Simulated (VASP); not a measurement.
VASP input:

POSCAR:
```
SrTe
1
    0.0000000000     3.3300000000     3.3300000000
    3.3300000000     0.0000000000     3.3300000000
    3.3300000000     3.3300000000     0.0000000000
Sr Te
1 1
Direct
  0.0000000000   0.0000000000   0.0000000000
  0.5000000000   0.5000000000   0.5000000000
```

File KPOINTS:
```
Automatic mesh
0
Gamma
5 5 5
0 0 0
```

### INCAR
```
SYSTEM = SrTe
PREC = Accurate
ENCUT = 400
EDIFF = 1E-6
NELM = 100
ALGO = Normal
LREAL = .FALSE.
LASPH = .TRUE.
ISMEAR = 0
SIGMA = 0.05
GGA = PE
LMAXMIX = 4
LWAVE = .FALSE.
LCHARG = .FALSE.
ISIF = 2
IBRION = 0
NSW = 3
TEBEG = 300
```

POTCAR, in this order: Sr_sv Te (PBE.64 set). Program: vasp_std.

Output

### standard output
```
 POSCAR found type information on POSCAR SrTe
 POSCAR found :  2 types and       2 ions
 Reading from existing POTCAR

 -----------------------------------------------------------------------------
|                                                                             |
|     EEEEEEE  RRRRRR   RRRRRR   OOOOOOO  RRRRRR      ###     ###     ###     |
|     E        R     R  R     R  O     O  R     R     ###     ###     ###     |
|     E        R     R  R     R  O     O  R     R     ###     ###     ###     |
|     EEEEE    RRRRRR   RRRRRR   O     O  RRRRRR       #       #       #      |
|     E        R   R    R   R    O     O  R   R                               |
|     E        R    R   R    R   O     O  R    R      ###     ###     ###     |
|     EEEEEEE  R     R  R     R  OOOOOOO  R     R     ###     ###     ###     |
|                                                                             |
|     Fatal error! IBRION=0, but no entry for POTIM on file INCAR. MUST       |
|     be specified!                                                           |
|                                                                             |
|       ---->  I REFUSE TO CONTINUE WITH THIS SICK JOB ... BYE!!! <----       |
|                                                                             |
 -----------------------------------------------------------------------------
```

**Question.** Read the log: what went wrong, and how is it fixed?

**Answer.** The cause: molecular dynamics (IBRION = 0) was asked for without POTIM. VASP stops with an error: Fatal error! IBRION=0, but no entry for POTIM on file INCAR. MUST be specified! ----> I REFUSE TO CONTINUE WITH THIS SICK JOB ... BYE!!! <---- To mend it, set POTIM to the time step in fs (1 to 2 fs suits most solids). The plain static run on this cell (PBE GGA, plane waves, VASP's PBE PAW potentials (set 64)) converges, and its OSZICAR ends with
```
   1 F= -.82569673E+01 E0= -.82569673E+01  d E =-.208658E-23
```

The compound is SrTe in the rock salt structure. The cell was not relaxed at this level.
